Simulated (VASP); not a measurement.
Output of a VASP run:

### OSZICAR
```
       N       E                     dE             d eps       ncg     rms          rms(c)
DAV:   1     0.159264108661E+03    0.15926E+03   -0.12411E+04 16152   0.151E+03
DAV:   2    -0.160702052308E+01   -0.16087E+03   -0.15941E+03 17248   0.367E+02
DAV:   3    -0.111509442027E+02   -0.95439E+01   -0.95093E+01 21528   0.944E+01
DAV:   4    -0.113171250897E+02   -0.16618E+00   -0.16613E+00 19664   0.159E+01
DAV:   5    -0.113220107536E+02   -0.48857E-02   -0.48822E-02 22248   0.235E+00    0.210E+01
DAV:   6    -0.112420371449E+02    0.79974E-01   -0.16786E-01 25216   0.570E+00    0.127E+01
DAV:   7    -0.112395280790E+02    0.25091E-02   -0.18187E-01 23080   0.408E+00    0.732E-01
DAV:   8    -0.112360224360E+02    0.35056E-02   -0.26740E-02 22096   0.247E+00    0.102E-01
DAV:   9    -0.112360691770E+02   -0.46741E-04   -0.29363E-03 22632   0.718E-01    0.871E-02
DAV:  10    -0.112360770166E+02   -0.78395E-05   -0.11307E-04 25264   0.134E-01    0.313E-02
DAV:  11    -0.112360815734E+02   -0.45568E-05   -0.18771E-05 25968   0.969E-02    0.191E-02
DAV:  12    -0.112360810531E+02    0.52028E-06   -0.25550E-06 23744   0.266E-02    0.133E-03
DAV:  13    -0.112360811538E+02   -0.10066E-06   -0.44701E-07 21216   0.566E-03    0.221E-03
DAV:  14    -0.112360811681E+02   -0.14361E-07   -0.30807E-08 13632   0.368E-03
   1 F= -.11236081E+02 E0= -.11235836E+02  d E =-.735308E-03
```

OUTCAR:
```
------------------------ aborting loop because EDIFF is reached ----------------------------------------
  FORCE on cell =-STRESS in cart. coord.  units (eV):
  Direction    XX          YY          ZZ          XY          YZ          ZX
  --------------------------------------------------------------------------------------
  Total        0.0205411      0.0225552      0.0632154     -0.0005467     -0.0535268      0.0003688
  in kB        0.5342557      0.5866390      1.6441749     -0.0142180     -1.3921829      0.0095923
  external PRESSURE =       0.9216899 kB  Pullay stress =       0.0000000 kB
  volume of cell :       61.60
      direct lattice vectors                 reciprocal lattice vectors
     2.216678074  1.279799351  3.619008404     0.225562749  0.130228718  0.092106272
    -2.216678074  1.279799351  3.619008404    -0.225562749  0.130228718  0.092106272
     0.000000000 -2.559599540  3.619008369     0.000000000 -0.260457439  0.092106241
 POSITION                                       TOTAL-FORCE (eV/Angst)
 -----------------------------------------------------------------------------------
      0.00000     -0.00000      8.14258         0.376116     -0.000026      0.001927
      0.07500     -0.00000      2.71445        -0.376116      0.000026     -0.001927
 -----------------------------------------------------------------------------------
    total drift:                               -0.000423      0.000002     -0.000012
  FREE ENERGIE OF THE ION-ELECTRON SYSTEM (eV)
  ---------------------------------------------------
  free  energy   TOTEN  =       -11.2360811681 eV

  energy  without entropy=      -11.2353458602  energy(sigma->0) =      -11.23583607
```
(Selected blocks of OUTCAR.)

### POSCAR
```
GdBi
1
    2.2166780743     1.2797993512     3.6190084039
   -2.2166780743     1.2797993512     3.6190084039
   -0.0000000000    -2.5595995405     3.6190083694
Gd Bi
1 1
Direct
  0.7499824806   0.7499824806   0.7499824806
  0.2669347256   0.2331003132   0.2500175194
```

Reconstruct the remaining input files.

Several could match; the one computed here: the input of the run itself, PBEsol GGA, plane waves, VASP's PBE PAW potentials (set 64).

KPOINTS:
```
Automatic mesh
0
Gamma
10 10 10
0 0 0
```

**INCAR**
```
ALGO = Normal
EDIFF = 1E-7
ENCUT = 480
GGA = PS
ISIF = 2
ISMEAR = 1
LASPH = .True.
LCHARG = .False.
LMAXMIX = 6
LREAL = .False.
LWAVE = .False.
NELM = 100
PREC = Accurate
SIGMA = 0.1
SYSTEM = GdBi
```

POTCAR, in this order: Gd_3 Bi_d (PBE.64 set). Program: vasp_std.

The 4f electrons are frozen in the core of the lanthanide potential, so 4f levels, which can set the real gap, and their magnetism are missing.

The structure was generated: GdBi was put into the alpha-GeTe type (R3m), which need not be its known phase. This cell was strained or had an atom moved on purpose.
